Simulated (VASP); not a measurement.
```xyz
1
Lattice="-1.5936 1.5936 1.5936 1.5936 -1.5936 1.5936 1.5936 1.5936 -1.5936" Properties=species:S:1:pos:R:3 pbc="T T T"
W      0.0000     0.0000     0.0000
```

The numbers are results of PBE GGA, VASP's PBE PAW potentials (set 64) (plane waves; VASP), not measurements. Run with PREC = Normal, EDIFF = 1E-5, 400 eV cut-off, 20×20×20 Γ-centred mesh, first-order Methfessel-Paxton smearing of 0.10 eV, potentials W_sv.

Unless said otherwise, spin-orbit coupling is left out, though it shifts the bands of the heavy elements here.

Task: Predict the energy per atom (σ→0), band gap (on the k-mesh) with the smallest direct gap where there is one.

Result: 
```yaml
band gap (on the k-mesh): none (metal, semimetal or under 0.01 eV)
energy per atom (σ→0): -12.959 eV/atom
```

The absolute energy has meaning only against runs of the same code, potentials and settings.

The compound is W in the bcc structure. It was relaxed first.
